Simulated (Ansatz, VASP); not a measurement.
HfRu3: VASP beside Ansatz

```
CELL_PARAMETERS angstrom
3.90231 0.00000 0.00000
0.00000 3.90231 0.00000
0.00000 0.00000 3.90231
ATOMIC_POSITIONS crystal
Hf 0.00000 0.00000 0.00000
Ru 0.00000 0.50000 0.50000
Ru 0.50000 0.00000 0.50000
Ru 0.50000 0.50000 0.00000
```

Change from the starting cell: volume scaled by 0.96.

Alike in both runs: task single point; functional PBE; k mesh 7 × 7 × 7; occupations fermi-dirac, width 0.05 eV; no spin polarisation.

|  | VASP | Ansatz |
| --- | --- | --- |
| version | VASP 6.6.1 | Ansatz 0.2.0 |
| potentials or method | VASP PAW PBE potentials, release 64 (Hf_pv, Ru_pv) | Ansatz PAW |
| plane-wave cutoff (eV) | 520 | 420 |
| valence electrons in the cell | 52 | 74 |

```csv
,VASP,Ansatz,Ansatz less VASP
gap on the k mesh at the Fermi level (eV),none,none,-
pressure (GPa),8.3,9.2,+0.92
```

A gap of «none» marks a metal or a gap that the smearing closes. The two sets of potentials don't hold the same shells in valence.

Spin-orbit coupling is left out, which matters for the levels of Hf.
